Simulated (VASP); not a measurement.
Consider the following.

```
CELL_PARAMETERS angstrom
      0.00000     3.47779     3.47779
      3.47779     0.00000     3.47779
      3.47779     3.47779     0.00000
ATOMIC_POSITIONS crystal
  Si 0.00000 0.00000 0.00000
  Ta 0.50000 0.50000 0.50000
  Ta 0.25000 0.25000 0.25000
  Ta 0.75000 0.75000 0.75000
```

Calculation: PBE GGA, VASP's PBE PAW potentials (set 64) (plane waves; VASP). Run with 300 eV cut-off, 6×6×6 Γ-centred mesh, Fermi-Dirac smearing of 0.10 eV, potentials Si Ta_pv.

At this cut-off the stress carries a Pulay error, which pulls relaxed volumes low.

Question: Give the stress tensor in GPa (positive for a compressed cell).

Answer: 
```
-26.56    0.00    0.00
  0.00  -26.56    0.00
  0.00    0.00  -26.56
```
The pressure is its mean diagonal, -26.56 GPa.

The structure was generated: Ta3Si was put into an ordered model structure, which need not be its known phase. The cell was not relaxed at this level. The electron count is odd and the run is not spin-polarised, which forces a metal.
